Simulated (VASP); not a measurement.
The input files of a VASP run:

**KPOINTS**
```
Automatic mesh
0
Gamma
16 16 9
0 0 0
```

**INCAR**
```
SYSTEM = Ti
PREC = Accurate
ENCUT = 520
EDIFF = 1E-7
NELM = 100
ALGO = Normal
LREAL = .FALSE.
LASPH = .TRUE.
ISMEAR = -5
GGA = RE
LMAXMIX = 4
LWAVE = .FALSE.
LCHARG = .TRUE.
LORBIT = 11
NEDOS = 601
ISIF = 2
```

### POSCAR
```
Ti
2.956410
  0.4999999098  -0.8660252676   0.0000000000
  0.4999999098   0.8660252676   0.0000000000
  0.0000000000   0.0000000000   1.5835919162
Ti
2
Cartesian
  0.4999999098   0.2886756666   0.3958979791
  0.4999999098  -0.2886756666   1.1876939372
```

POTCAR, in this order: Ti_sv (PBE.64 set). Program: vasp_std.

Task: Translate this revPBE calculation to Quantum ESPRESSO's pw.x.

Result: One equivalent input (not run):
```
&CONTROL
  calculation = 'scf'
  pseudo_dir = './pseudo'
  outdir = './out'
  tprnfor = .true.
  tstress = .true.
/
&SYSTEM
  ibrav = 0
  nat = 2
  ntyp = 1
  ecutwfc = 84
  occupations = 'tetrahedra'
  input_dft = 'revpbe'
/
&ELECTRONS
  conv_thr = 7.3e-09
  electron_maxstep = 100
/
ATOMIC_SPECIES
  Ti 47.867 Ti.upf
CELL_PARAMETERS angstrom
     1.4782047   -2.5603258   -0.0000000
     1.4782047    2.5603258    0.0000000
    -0.0000000   -0.0000000    4.6817470
ATOMIC_POSITIONS crystal
  Ti   0.3333330  0.6666670  0.2500000
  Ti   0.6666670  0.3333330  0.7500000
K_POINTS automatic
  16 16 9 0 0 0
```
What does not carry over: the potentials are each code's own (VASP's PAW set, PseudoDojo norm-conserving files in pw.x), so ENCUT and ecutwfc are chosen apart and not converted; conv_thr bounds pw.x's estimated SCF error, while EDIFF bounds the energy change between steps.

The compound is Ti in the hcp structure. It was relaxed first.
